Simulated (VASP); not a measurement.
Wanted: the native input for a VASP 6.6.1 run.

| Item | Value |
| --- | --- |
| Task | single point |
| Functional | HSE06 |
| Potentials or basis | VASP PAW PBE potentials, release 64 (Al) |
| Cutoff | 520 eV |
| k mesh | 8 × 8 × 8 |
| Occupations | gaussian, width 0.1 eV |
| Spin | no spin polarisation |
| Grid for exact exchange (PRECFOCK) | Fast |
| Screening parameter | 0.2 1/A |
| Further INCAR settings | ALGO = Normal; EDIFF = 1e-07; NBANDS = 8 |

Al:

```
Al
1.0
     0.00000    2.00804    2.00804
     2.00804    0.00000    2.00804
     2.00804    2.00804    0.00000
Al
1
Direct
  0.00000 0.00000 0.00000
```

The input as run:

POSCAR

```
Al
1.0
    0.0000000000      2.0080400000      2.0080400000
    2.0080400000      0.0000000000      2.0080400000
    2.0080400000      2.0080400000      0.0000000000
Al
1
Direct
    0.0000000000      0.0000000000      0.0000000000
```

INCAR.step1

```
ALGO     = Normal         # electronic algorithm
EDIFF    = 1E-5           # SCF threshold, eV
ENCUT    = 520            # plane-wave cutoff, eV
GGA      = PE             # functional
ISIF     = 2              # what is computed and relaxed
ISMEAR   = 0              # smearing method
LASPH    = True           # aspherical terms in the spheres
LCHARG   = False          # write CHGCAR
LREAL    = False          # projectors in reciprocal space
LWAVE    = True           # write WAVECAR
NBANDS   = 8              # bands
NELM     = 60             # most SCF steps
PREC     = Accurate       # precision mode
SIGMA    = 0.1            # smearing width, eV
```

INCAR.step2

```
ALGO     = Normal         # electronic algorithm
EDIFF    = 1E-7           # SCF threshold, eV
ENCUT    = 520            # plane-wave cutoff, eV
GGA      = PE             # functional
HFSCREEN = 0.2            # screening, 1/A
ISIF     = 2              # what is computed and relaxed
ISMEAR   = 0              # smearing method
ISTART   = 1            
LASPH    = True           # aspherical terms in the spheres
LCHARG   = False          # write CHGCAR
LHFCALC  = True           # exact exchange
LREAL    = False          # projectors in reciprocal space
LWAVE    = False          # write WAVECAR
NBANDS   = 8              # bands
NELM     = 60             # most SCF steps
PREC     = Accurate       # precision mode
PRECFOCK = Fast         
SIGMA    = 0.1            # smearing width, eV
```

KPOINTS

```
k-points
0
Gamma
  8 8 8
```

Potentials or basis: VASP PAW PBE potentials, release 64 (Al).

Run with:

```console
$ cat potpaw_PBE.64/Al/POTCAR > POTCAR
$ cp INCAR.step1 INCAR
$ mpirun -np 1 vasp_std > vasp.out
$ cp INCAR.step2 INCAR
$ mpirun -np 1 vasp_std > vasp.out
```

Results of the run:

| Quantity | Value |
| --- | --- |
| Pressure | 0.8 GPa |
| Band gap on the k mesh | none (metal or under the smearing width) |

Caveat: the PAW data sets were made with another functional, which shifts forces and pressure a little.

Run time: 3.1 min on 1 thread of Intel(R) Xeon(R) Platinum 8259CL CPU @ 2.50GHz (Skylake/Cascade Lake), on a shared host, peak memory 0.23 GiB.
